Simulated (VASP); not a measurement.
InAs: energy against volume

InAs (zinc blende, F-43m, 28.479 Å³/atom and stress up to 0.05 GPa in the relaxed cell, cube axes along x, y and z) under an equal strain ε along all three axes. r2SCAN in VASP (plane waves, PAW), 480 eV, 10×10×10 Γ-centred mesh, Gaussian smearing 0.05 eV; ions are relaxed, or left where forces stay under 0.02 eV/Å, within the symmetry of each cell.

Here V stands for volume and E for E less E0.

| volume (Å³/atom) | E less E0 (meV/atom) | pressure (GPa) |
|---|---|---|
| 25.9920 | ? | ? |
| 26.8042 | 20.74 | 4.11 |
| 27.2166 | 11.59 | 2.97 |
| 27.6331 | 5.19 | 1.92 |
| 28.0539 | 1.36 | 0.85 |
| 28.4790 | 0.00 | 0.05 |
| 28.9083 | 0.92 | -0.77 |
| 29.3419 | 3.98 | -1.53 |
| 29.7799 | 9.12 | -2.26 |
| 30.2221 | 16.22 | -2.91 |

**Question.** Using the third-order Birch-Murnaghan form, a cubic in V^(-2/3), estimate the missing E at V = 25.9920 from the other rows, showing the fit.

**Answer.** With u = V^(-2/3) - 0.1073, the rows have u = 0.0043516, 0.0032208, 0.0021075, 0.0010107, -0.0000699, -0.0011341, -0.0021826, -0.0032159, -0.0042336. Least squares gives E = 0.004 + 336.6·u + 1000311·u² + 3930820·u³. Residuals (row less fit): 0.005, -0.006, -0.003, -0.010, 0.015, 0.017, -0.014, -0.016, 0.010; standard error 0.016 (degrees of freedom: 5). Its minimum lies at u = -0.0001684, so V0 = (0.1071316)^(-3/2) = 28.52. There d²E/du² = 1997000 and d³E/du³ = 2.358e7, so B0 = (4/9) × 28.52^(-7/3) × 1997000 × 0.160218 = 57.2 GPa (the last factor turns the table's units into GPa), and B0' = 4 + (2/3) × 0.1071316 × (2.358e7)/1997000 = 4.8. B0' rests on the cubic coefficient alone and has a standard error of 0.1 from these residuals. At the withheld row, u = 0.0066655, so E = 0.004 + 336.6 × 0.0066655 + 1000311 × 0.0066655² + 3930820 × 0.0066655³ = 47.854 meV/atom. The calculation gives 47.82 meV/atom, 0.034 meV/atom below the prediction (0.1 % of the range of E in the table). The row lies outside the fitted rows, so this is an extrapolation. From the scatter of the fitted rows alone, a prediction at this place has a standard error of 0.075 meV/atom, so the miss is 0.5 times that.

This level leaves no gap over 0.05 eV at strain 0.50, 1.00, 1.50, 2.00 %. Other structures, which can take over under pressure, weren't tried. The same form fitted to the pressure column gives B0' = 5.2; series where the two differ by over 0.4 aren't shown. Rows are the converged runs of the series near zero and its far end, less any whose ions stayed unrelaxed beside relaxed ones; series whose fitted rows scatter by over a few per cent of the range, as at a crossing or softening among them, aren't shown in this form.
